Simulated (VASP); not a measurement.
# Lattice vibrations of CdGeAs2, part 4 of 5

How does the lattice of CdGeAs2 vibrate? The start is a computed cell from the Materials Project.

VASP 6.6.1; PBEsol; plane waves and PAW (Cd, As, Ge).

So far. Step 2 (Relax the host): The run ended after 5 ionic steps, 0.014 eV below its first step, once forces and stress met EDIFFG = -0.02. Step 3 (Tight relaxation): The run ended after 6 ionic steps, 0.000 eV below its first step, once forces and stress met EDIFFG = -0.002.

### 5. Force constants in the supercell

System of this step: CdGeAs2. Symmetry: I-42d, No. 122, tetragonal system. The conventional cell has a = 5.951 Å, b = 5.951 Å, c = 11.338 Å, α = 90.00°, β = 90.00°, γ = 90.00°. Cd has 4 As at 2.63 Å nearest. As has 2 Ge at 2.45 Å and 2 Cd at 2.63 Å nearest. Nearest to Ge lie 4 As at 2.45 Å. Farther neighbours are not listed.

Each independent atom is moved by 0.015 Å both ways; the forces give the force constants out to half the supercell.

Input file INCAR:

```
SYSTEM = CdGeAs2
PREC = Accurate
ENCUT = 350
EDIFF = 1E-07
NELM = 120
ISMEAR = 0
SIGMA = 0.05
LREAL = .FALSE.
ALGO = Fast
GGA = PS
NBANDS = 128
LWAVE = .FALSE.
LCHARG = .FALSE.
KPAR = 4
IBRION = 6
NSW = 1
NFREE = 2
POTIM = 0.015
ISIF = 0
ADDGRID = .TRUE.
```

Input file POSCAR:

```
CdGeAs2
1.0
    0.0000000000      0.0000000000     11.3380621672
    5.9509897518     -5.9509897518      0.0000000000
    5.9509897518      5.9509897518    -11.3380621672
Cd As Ge
8 16 8
Direct
    0.5000000000      0.0000000000      0.0000000000
    0.5000000000      0.0000000000      0.5000000000
    0.0000000000      0.5000000000      0.0000000000
    0.0000000000      0.5000000000      0.5000000000
    0.5000000000      0.2500000000      0.2500000000
    0.5000000000      0.2500000000      0.7500000000
    0.0000000000      0.7500000000      0.2500000000
    0.0000000000      0.7500000000      0.7500000000
    0.1127054250      0.0122945750      0.2377054250
    0.1127054250      0.0122945750      0.7377054250
    0.6127054250      0.5122945750      0.2377054250
    0.6127054250      0.5122945750      0.7377054250
    0.6372945750      0.2622945750      0.0122945750
    0.6372945750      0.2622945750      0.5122945750
    0.1372945750      0.7622945750      0.0122945750
    0.1372945750      0.7622945750      0.5122945750
    0.6372945750      0.9877054250      0.2622945750
    0.6372945750      0.9877054250      0.7622945750
    0.1372945750      0.4877054250      0.2622945750
    0.1372945750      0.4877054250      0.7622945750
    0.6127054250      0.7377054250      0.4877054250
    0.6127054250      0.7377054250      0.9877054250
    0.1127054250      0.2377054250      0.4877054250
    0.1127054250      0.2377054250      0.9877054250
    0.5000000000      0.7500000000      0.2500000000
    0.5000000000      0.7500000000      0.7500000000
    0.0000000000      0.2500000000      0.2500000000
    0.0000000000      0.2500000000      0.7500000000
    0.0000000000      0.0000000000      0.0000000000
    0.0000000000      0.0000000000      0.5000000000
    0.5000000000      0.5000000000      0.0000000000
    0.5000000000      0.5000000000      0.5000000000
```

Input file KPOINTS:

```
Automatic mesh
0
Gamma
3 3 3
0 0 0
```

PAW data sets: Cd, As and Ge (PBE family, release 64).

Run with:

```console
> mpirun -np 4 vasp_std
```

What it wrote:

```text
[banner, memory and clock lines left out]
running    4 mpi-ranks, on    1 nodes
 distrk:  each k-point on    1 cores,    4 groups
 distr:  one band on    1 cores,    1 groups

 POSCAR found type information on POSCAR CdAsGe
 POSCAR found :  3 types and      32 ions
|                                                                             |
|               ----> ADVICE to this user running VASP <----                  |
|                                                                             |
|     You have a (more or less) 'large supercell' and for larger cells it     |
|     might be more efficient to use real-space projection operators.         |
|     Therefore, try LREAL= Auto in the INCAR file.                           |
|     Mind: For very accurate calculation, you might also keep the            |
|     reciprocal projection scheme (i.e. LREAL=.FALSE.).                      |
|                                                                             |

 [... a notice as in an earlier step ...]

 LDA part: xc-table for (Slater+PW92), standard interpolation
 POSCAR, INCAR and KPOINTS ok, starting setup
 FFT: planning ... GRIDC
 FFT: planning ... GRID_SOFT
 FFT: planning ... GRID
 WAVECAR not read
 entering main loop
       N       E                     dE             d eps       ncg     rms          rms(c)
DAV:   1     0.955256987387E+03    0.95526E+03   -0.72233E+04  1536   0.104E+03
DAV:   2    -0.644373140657E+02   -0.10197E+04   -0.98307E+03  1744   0.262E+02
DAV:   3    -0.134676557852E+03   -0.70239E+02   -0.69172E+02  1800   0.670E+01
DAV:   4    -0.136002433324E+03   -0.13259E+01   -0.13137E+01  1768   0.815E+00
DAV:   5    -0.136038174378E+03   -0.35741E-01   -0.35702E-01  1808   0.103E+00    0.174E+01
RMM:   6    -0.132555225325E+03    0.34829E+01   -0.83041E+00  1536   0.713E+00    0.142E+01
RMM:   7    -0.132132638848E+03    0.42259E+00   -0.38487E+00  1536   0.307E+00    0.471E+00
RMM:   8    -0.132106047926E+03    0.26591E-01   -0.28620E-01  1538   0.126E+00    0.109E+00
RMM:   9    -0.132102872915E+03    0.31750E-02   -0.44658E-02  1551   0.447E-01    0.546E-01
RMM:  10    -0.132102324231E+03    0.54868E-03   -0.79864E-03  1544   0.196E-01    0.126E-01
RMM:  11    -0.132102879139E+03   -0.55491E-03   -0.53277E-03  1536   0.125E-01    0.803E-02
RMM:  12    -0.132102598281E+03    0.28086E-03   -0.81199E-04  1546   0.598E-02    0.403E-02
RMM:  13    -0.132102600309E+03   -0.20282E-05   -0.59396E-04  1538   0.355E-02    0.171E-02
RMM:  14    -0.132102594844E+03    0.54648E-05   -0.11103E-04  1536   0.222E-02    0.549E-03
RMM:  15    -0.132102596358E+03   -0.15138E-05   -0.30220E-05  1634   0.911E-03    0.212E-03
RMM:  16    -0.132102596588E+03   -0.22950E-06   -0.21557E-06  1419   0.264E-03    0.142E-03
RMM:  17    -0.132102596457E+03    0.13062E-06   -0.42015E-07  1128   0.131E-03    0.874E-04
RMM:  18    -0.132102596496E+03   -0.39419E-07   -0.13315E-07   934   0.611E-04
   1 F= -.13210260E+03 E0= -.13210258E+03  d E =-.422736E-04
 Found     7 degrees of freedom:
 Finite differences POTIM= 0.01500 DOF=   7
 bond charge predicted
       N       E                     dE             d eps       ncg     rms          rms(c)
DAV:   1    -0.132101023580E+03    0.15729E-02   -0.22511E+00  3912   0.361E+00    0.113E-01
RMM:   2    -0.132101823962E+03   -0.80038E-03   -0.85945E-03  3584   0.266E-01    0.497E-02
RMM:   3    -0.132101920666E+03   -0.96704E-04   -0.10344E-03  3584   0.876E-02    0.329E-02
RMM:   4    -0.132101916777E+03    0.38893E-05   -0.12815E-04  3624   0.301E-02    0.195E-02
RMM:   5    -0.132101917616E+03   -0.83901E-06   -0.37155E-05  3586   0.157E-02    0.705E-03
RMM:   6    -0.132101917106E+03    0.51014E-06   -0.70911E-06  3665   0.629E-03    0.185E-03
RMM:   7    -0.132101917269E+03   -0.16331E-06   -0.25655E-06  3565   0.357E-03    0.251E-03
RMM:   8    -0.132101917214E+03    0.55292E-07   -0.40609E-07  2768   0.153E-03
   2 F= -.13210192E+03 E0= -.13210190E+03  d E =-.422688E-04
[... from here on, the cycles between the ionic steps are left out ...]
   3 F= -.13210192E+03 E0= -.13210190E+03  d E =-.422689E-04
   4 F= -.13210198E+03 E0= -.13210196E+03  d E =-.423956E-04
   5 F= -.13210198E+03 E0= -.13210196E+03  d E =-.423956E-04
   6 F= -.13210151E+03 E0= -.13210149E+03  d E =-.422410E-04
   7 F= -.13210151E+03 E0= -.13210149E+03  d E =-.422409E-04
   8 F= -.13210143E+03 E0= -.13210141E+03  d E =-.411654E-04
   9 F= -.13210157E+03 E0= -.13210155E+03  d E =-.433214E-04
  10 F= -.13210159E+03 E0= -.13210157E+03  d E =-.427170E-04
  11 F= -.13210159E+03 E0= -.13210157E+03  d E =-.427170E-04
  12 F= -.13210136E+03 E0= -.13210134E+03  d E =-.421840E-04
  13 F= -.13210136E+03 E0= -.13210134E+03  d E =-.421840E-04
  14 F= -.13210139E+03 E0= -.13210137E+03  d E =-.431744E-04
 Finite differences progress:
  Degree of freedom:   7/  7
  Displacement:        1/  2
  Total:              13/ 14
 bond charge predicted
       N       E                     dE             d eps       ncg     rms          rms(c)
DAV:   1    -0.132100847524E+03    0.53936E-03   -0.16059E-01  2560   0.768E-01    0.134E-01
RMM:   2    -0.132101350129E+03   -0.50260E-03   -0.77128E-03  2560   0.172E-01    0.556E-02
RMM:   3    -0.132101375701E+03   -0.25573E-04   -0.92548E-04  2572   0.600E-02    0.251E-02
RMM:   4    -0.132101382979E+03   -0.72779E-05   -0.20170E-04  2620   0.244E-02    0.823E-03
RMM:   5    -0.132101386248E+03   -0.32687E-05   -0.37314E-05  2647   0.108E-02    0.435E-03
RMM:   6    -0.132101386765E+03   -0.51698E-06   -0.70407E-06  2475   0.451E-03    0.207E-03
RMM:   7    -0.132101386908E+03   -0.14303E-06   -0.14790E-06  2160   0.218E-03    0.791E-04
RMM:   8    -0.132101386935E+03   -0.27378E-07   -0.27161E-07  1613   0.832E-04
  15 F= -.13210139E+03 E0= -.13210137E+03  d E =-.431744E-04
 Finite differences progress:
  Degree of freedom:   7/  7
  Displacement:        2/  2
  Total:              14/ 14
```

Elapsed: 47 min, on 4 MPI ranks of Intel Xeon 6975P-C (Granite Rapids), shared host; peak memory 7.3 GiB.

From OUTCAR (step 5):

```text
   k-points           NKPTS =      6   k-points in BZ     NKDIM =      6   number of bands    NBANDS=    128

   ENCUT  =  350.0 eV  25.72 Ry    5.07 a.u.  17.30 12.84 21.54*2*pi/ulx,y,z

   NELECT =     208.0000    total number of electrons

 E-fermi :   2.6176

 k-point     1 :       0.0000    0.0000    0.0000
  band No.  band energies     occupation
    ...
    100       2.0358      2.00000
    101       2.0362      2.00000
    102       2.3804      2.00000
    103       2.5071      1.99823
    104       2.5141      1.99660
    105       2.7165      0.00517
    106       3.2228      0.00000
    107       3.2247      0.00000
    108       3.2262      0.00000
    109       3.2280      0.00000
    ...

 POSITION                                       TOTAL-FORCE (eV/Angst)
 -----------------------------------------------------------------------------------
      0.00000      0.00000      5.66903         0.000943      0.003009     -0.002790
      2.97549      2.97549      0.00000         0.003041     -0.000939     -0.002832
      2.97549     -2.97549      0.00000        -0.003041      0.000939     -0.002832
      5.95099      0.00000     -5.66903        -0.000943     -0.003009     -0.002790
      2.97549      0.00000      2.83452        -0.000000     -0.000000      0.011340
      5.95099      2.97549     -2.83452        -0.000000     -0.000000     -0.000150
      5.95099     -2.97549     -2.83452        -0.000000     -0.000000     -0.001440
      8.92648      0.00000     -8.50355        -0.000000     -0.000000      0.011419
      1.48775      1.34142     -1.41726        -0.000854     -0.003656      0.001016
      4.46324      4.31691     -7.08629         0.001866     -0.003999      0.000316
      4.46324     -1.63408      4.25177         0.027633     -0.030410     -0.037782
      7.43874      1.34142     -1.41726         0.000328     -0.005606      0.001107
      1.63408     -1.48775      7.08629         0.003618     -0.000352      0.001142
      4.60957      1.48775      1.41726         0.005261     -0.001865      0.000355
      4.60957     -4.46324      1.41726        -0.022026     -0.028814     -0.038422
      7.58507     -1.48775     -4.25177         0.005616      0.000855      0.001006
      7.43874     -4.31691      4.25177        -0.027633      0.030410     -0.037782
     10.41423     -1.34142     -1.41726        -0.000328      0.005606      0.001107
      4.46324     -1.34142     -1.41726         0.000854      0.003656      0.001016
      7.43874      1.63408     -7.08629        -0.001866      0.003999      0.000316
      7.29241     -1.48775      1.41726         0.022026      0.028814     -0.038422
     10.26790      1.48775     -4.25177        -0.005616     -0.000855      0.001006
      4.31691      1.48775     -4.25177        -0.003618      0.000352      0.001142
      7.29241      4.46324     -9.92080        -0.005261      0.001865      0.000355
[...]
-----------------------------------------------------------------------------------
    total drift:                                0.000017      0.000014      0.000059

  FREE ENERGIE OF THE ION-ELECTRON SYSTEM (eV)
  ---------------------------------------------------
  free  energy   TOTEN  =      -132.1013869353 eV

  energy  without entropy=     -132.1013437609  energy(sigma->0) =     -132.10136535

 Eigenvectors and eigenvalues of the dynamical matrix
 ----------------------------------------------------

   1 f  =    7.891564 THz    49.584161 2PiTHz  263.234250 cm-1    32.636873 meV
             X         Y         Z           dx          dy          dz
      0.000000  0.000000  5.669031     0.034160    0.002286    0.000000
      2.975495  2.975495  0.000000    -0.034160   -0.002286   -0.000000
      2.975495 -2.975495  0.000000    -0.034160   -0.002286    0.000000
      5.950990  0.000000 -5.669031     0.034160    0.002286   -0.000000
      2.975495  0.000000  2.834516    -0.034160    0.002286    0.000000
[...]
4.609572 -4.463242  1.417258    -0.208360    0.000000    0.000000
      7.585067 -1.487747 -4.251773     0.208360   -0.000000   -0.000000
      7.438737 -4.316913  4.251773    -0.000000    0.029967   -0.000000
     10.414232 -1.341418 -1.417258    -0.000000   -0.029967    0.000000
      4.463242 -1.341418 -1.417258     0.000000   -0.029967    0.000000
      7.438737  1.634077 -7.086289     0.000000    0.029967    0.000000
      7.292407 -1.487747  1.417258    -0.208360    0.000000   -0.000000
     10.267902  1.487747 -4.251773     0.208360    0.000000   -0.000000
      4.316913  1.487747 -4.251773     0.208360   -0.000000    0.000000
      7.292407  4.463242 -9.920804    -0.208360   -0.000000    0.000000
[...]
2.975495 -2.975495  5.669031    -0.265576    0.094791   -0.000000
      5.950990  0.000000  0.000000     0.265576   -0.094791    0.000000

   3 f  =    7.880212 THz    49.512833 2PiTHz  262.855581 cm-1    32.589924 meV
             X         Y         Z           dx          dy          dz
      0.000000  0.000000  5.669031     0.000130   -0.011880    0.000206
      2.975495  2.975495  0.000000    -0.011861   -0.000682   -0.001113
      2.975495 -2.975495  0.000000     0.011861    0.000682    0.001113
      5.950990  0.000000 -5.669031    -0.000130    0.011880   -0.000206
      2.975495  0.000000  2.834516     0.000573   -0.003826   -0.000081
      5.950990  2.975495 -2.834516    -0.003778    0.000833   -0.003474
      5.950990 -2.975495 -2.834516     0.003778   -0.000833    0.003474
      8.926485  0.000000 -8.503547    -0.000573    0.003826    0.000081
      1.487747  1.341418 -1.417258     0.028068    0.081858   -0.017838
      4.463242  4.316913 -7.086289     0.220252    0.005180   -0.191069
      4.463242 -1.634077  4.251773    -0.220252   -0.005180    0.191069
      7.438737  1.341418 -1.417258    -0.028068   -0.081858    0.017838
      1.634077 -1.487747  7.086289    -0.061222    0.095622    0.074148
      4.609572  1.487747  1.417258     0.028437   -0.156238   -0.139448
      4.609572 -4.463242  1.417258    -0.028437    0.156238    0.139448
      7.585067 -1.487747 -4.251773     0.061222   -0.095622   -0.074148
      7.438737 -4.316913  4.251773     0.109475    0.019407    0.095719
     10.414232 -1.341418 -1.417258     0.079468    0.041291    0.056383
      4.463242 -1.341418 -1.417258    -0.079468   -0.041291   -0.056383
      7.438737  1.634077 -7.086289    -0.109475   -0.019407   -0.095719
      7.292407 -1.487747  1.417258    -0.009554   -0.168842    0.144196
     10.267902  1.487747 -4.251773    -0.060917   -0.003315    0.013194
      4.316913  1.487747 -4.251773     0.060917    0.003315   -0.013194
      7.292407  4.463242 -9.920804     0.009554    0.168842   -0.144196
[...]
2.975495 -2.975495  5.669031     0.276890    0.059045   -0.086355
      5.950990  0.000000  0.000000    -0.046110    0.279335    0.015975

   4 f  =    7.880212 THz    49.512833 2PiTHz  262.855581 cm-1    32.589924 meV
             X         Y         Z           dx          dy          dz
      0.000000  0.000000  5.669031    -0.005750   -0.003295    0.000536
      2.975495  2.975495  0.000000    -0.002894   -0.005962    0.003051
      2.975495 -2.975495  0.000000     0.002894    0.005962   -0.003051
      5.950990  0.000000 -5.669031     0.005750    0.003295   -0.000536
      2.975495  0.000000  2.834516     0.002189    0.010364   -0.001714
      5.950990  2.975495 -2.834516     0.010489    0.001477   -0.000906
      5.950990 -2.975495 -2.834516    -0.010489   -0.001477    0.000906
      8.926485  0.000000 -8.503547    -0.002189   -0.010364    0.001714
      1.487747  1.341418 -1.417258     0.112385   -0.030836   -0.086822
    [... 3240 further lines ...]
      2.975495  2.975495 -5.669031    -0.000000   -0.000000    0.166299
      2.975495 -2.975495  5.669031    -0.000000   -0.000000    0.166299
      5.950990  0.000000  0.000000    -0.000000   -0.000000    0.166299

 ELASTIC MODULI CONTR FROM IONIC RELAXATION (kBar)
 Direction    XX          YY          ZZ          XY          YZ          ZX
 --------------------------------------------------------------------------------
 XX           0.0000      0.0000      0.0000      0.0000      0.0000      0.0000
 YY           0.0000      0.0000      0.0000      0.0000      0.0000      0.0000
 ZZ           0.0000      0.0000      0.0000      0.0000      0.0000      0.0000
 XY           0.0000      0.0000      0.0000      0.0000      0.0000      0.0000
 YZ           0.0000      0.0000      0.0000      0.0000      0.0000      0.0000
 ZX           0.0000      0.0000      0.0000      0.0000      0.0000      0.0000
 --------------------------------------------------------------------------------

[... 2 parts as in an earlier step ...]

[... 12 further parts left out ...]
```

The last energy, forces, stress and levels in OUTCAR belong to the last displaced cell, not to the cell of POSCAR.

Numbers from this step:

| Item | Value |
| --- | --- |
| electrons | 208 |
| lowest frequency | -6.013 cm⁻¹ |
| highest frequency | 266.4 cm⁻¹ |
| dynamically stable | yes |
| zero point energy | 28.96 meV/atom |
| heat capacity 300 | 23.54 J/K/mol of atoms |
| entropy 300 | 38.00 J/K/mol of atoms |

[end of part 4 of 5]

[Lines on the potential files, build, host, timing and source positions are cut from VASP's logs without a mark.]

[Logs are printed without paths, hosts, clocks, repeated set-up lines and the standing remarks that a program may print on its own settings, such as how far it seeks lower states.]

[Hosts, paths, dates, database ids (printed as entryN), source tags and the programs' standing remarks are cut or masked in the printed files.]

[Runs that stopped without an error message from VASP are left out.]
